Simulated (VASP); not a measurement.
Level of theory: PBEsol GGA, VASP's PBE PAW potentials (set 64) (plane waves; VASP).

VASP input:

INCAR:
```
SYSTEM=SiC
PREC=Accurate; ENCUT=620; LREAL=.FALSE.
LASPH=.TRUE.
EDIFF=1E-6; NELM=100; ALGO=Normal
ISMEAR=0; SIGMA=0.05
GGA=PS
IBRION=2; NSW=40; ISIF=3
EDIFFG=-0.02; PSTRESS=200
LWAVE=.FALSE.; LCHARG=.FALSE.
```

**KPOINTS**
```
kpoints
0
Gamma
 8 8 5
```

POSCAR:
```
SiC
1
    3.0348880039     0.0000000000     0.0000000000
   -1.5174440019     2.6282896634     0.0000000000
    0.0000000000     0.0000000000     4.9789392738
Si C
2 2
Direct
  0.3333330000   0.6666670000   0.9995886630
  0.6666670000   0.3333330000   0.4995886630
  0.3333330000   0.6666670000   0.3754113370
  0.6666670000   0.3333330000   0.8754113370
```

POTCAR, in this order: Si C (PBE.64 set). Program: vasp_std.

What VASP printed:

**OSZICAR**
```
       N       E                     dE             d eps       ncg     rms          rms(c)
DAV:   1     0.402811561049E+02    0.40281E+02   -0.83737E+03   720   0.139E+03
DAV:   2    -0.322505866742E+02   -0.72532E+02   -0.66908E+02   992   0.202E+02
DAV:   3    -0.355803651538E+02   -0.33298E+01   -0.33097E+01   948   0.432E+01
DAV:   4    -0.356183294922E+02   -0.37964E-01   -0.37941E-01   900   0.538E+00
DAV:   5    -0.356189762000E+02   -0.64671E-03   -0.64635E-03   932   0.663E-01    0.130E+01
DAV:   6    -0.319568481698E+02    0.36621E+01   -0.10155E+01   884   0.205E+01    0.595E+00
DAV:   7    -0.318013225504E+02    0.15553E+00   -0.96373E-01   920   0.658E+00    0.248E+00
DAV:   8    -0.317736077815E+02    0.27715E-01   -0.54381E-02   860   0.169E+00    0.505E-01
DAV:   9    -0.317716088062E+02    0.19990E-02   -0.56057E-03   884   0.558E-01    0.128E-01
DAV:  10    -0.317717048866E+02   -0.96080E-04   -0.38795E-04   876   0.149E-01    0.493E-02
DAV:  11    -0.317717042277E+02    0.65888E-06   -0.34250E-05   904   0.490E-02    0.106E-02
DAV:  12    -0.317717044950E+02   -0.26724E-06   -0.19387E-06   664   0.105E-02
   1 F= -.26814097E+02 E0= -.26814097E+02  d E =-.268141E+02
       N       E                     dE             d eps       ncg     rms          rms(c)
DAV:   1    -0.313686220942E+02    0.40308E+00   -0.37679E+00   812   0.184E+01    0.251E+00
DAV:   2    -0.312950584862E+02    0.73564E-01   -0.15390E-01   880   0.312E+00    0.125E+00
DAV:   3    -0.312767833707E+02    0.18275E-01   -0.38547E-02   832   0.140E+00    0.222E-01
DAV:   4    -0.312750423860E+02    0.17410E-02   -0.32441E-03   880   0.406E-01    0.969E-02
DAV:   5    -0.312748224446E+02    0.21994E-03   -0.22281E-04   836   0.112E-01    0.934E-02
DAV:   6    -0.312748109927E+02    0.11452E-04   -0.13200E-05   892   0.314E-02    0.333E-02
DAV:   7    -0.312748072309E+02    0.37617E-05   -0.87126E-06   872   0.193E-02    0.588E-03
DAV:   8    -0.312748070407E+02    0.19019E-06   -0.14712E-07   456   0.345E-03
   2 F= -.26749003E+02 E0= -.26749003E+02  d E =0.650944E-01
       N       E                     dE             d eps       ncg     rms          rms(c)
DAV:   1    -0.316783957267E+02   -0.40359E+00   -0.13270E+00   796   0.106E+01    0.149E+00
DAV:   2    -0.316513090703E+02    0.27087E-01   -0.47537E-02   872   0.177E+00    0.752E-01
DAV:   3    -0.316445570433E+02    0.67520E-02   -0.15785E-02   832   0.875E-01    0.136E-01
DAV:   4    -0.316439001536E+02    0.65689E-03   -0.17961E-03   872   0.290E-01    0.562E-02
DAV:   5    -0.316438066803E+02    0.93473E-04   -0.17116E-04   840   0.938E-02    0.528E-02
DAV:   6    -0.316437923509E+02    0.14329E-04   -0.95397E-06   876   0.251E-02    0.196E-02
DAV:   7    -0.316437924182E+02   -0.67286E-07   -0.42091E-06   800   0.132E-02
   3 F= -.26859307E+02 E0= -.26859307E+02  d E =-.452104E-01
```

File OUTCAR:
```
------------------------ aborting loop because EDIFF is reached ----------------------------------------
  FORCE on cell =-STRESS in cart. coord.  units (eV):
  Direction    XX          YY          ZZ          XY          YZ          ZX
  --------------------------------------------------------------------------------------
  Total        4.7665123      4.7665107      4.7111011      0.0000000      0.0000000     -0.0000000
  in kB      199.2487071    199.2486379    196.9324192      0.0000000      0.0000000     -0.0000000
  external PRESSURE =      -1.5234119 kB  Pullay stress =     200.0000000 kB
  volume of cell :       38.33
      direct lattice vectors                 reciprocal lattice vectors
     2.999245847  0.000000000  0.000000000     0.333417149  0.192498514  0.000000000
    -1.499622924  2.597422645 -0.000000000    -0.000000000  0.384997028  0.000000000
     0.000000000  0.000000000  4.919954659    -0.000000000  0.000000000  0.203253906
  FREE ENERGIE OF THE ION-ELECTRON SYSTEM (eV)
  ---------------------------------------------------
  free  energy   TOTEN  =       -31.6437924182 eV

  energy  without entropy=      -31.6437924182  energy(sigma->0) =      -31.64379242
  enthalpy is  TOTEN    =       -26.8593073626 eV   P V=        4.7844850556

 reached required accuracy - stopping structural energy minimisation
```
(Selected blocks of OUTCAR.)

**CONTCAR**
```
SiC
   1.00000000000000
     2.9992458471077734    0.0000000000006809    0.0000000000000000
    -1.4996229235038840    2.5974226448938196   -0.0000000000000000
     0.0000000000000000    0.0000000000000000    4.9199546591650485
  Si              C
     2     2
Direct
     0.3333330000000032    0.6666669999999968    0.9996031109372763
     0.6666669999999968    0.3333330000000032    0.4996031109372763
     0.3333330000000032    0.6666669999999968    0.3753968890627237
     0.6666669999999968    0.3333330000000032    0.8753968890627237
```

Energy and stress use the plane-wave basis of the starting cell.

The structure was generated: SiC was put into the wurtzite type (P6_3mc), which need not be its known phase. This run relaxes it under an external pressure of 20 GPa. Symmetry was kept, so distortions that lower it aren't found.
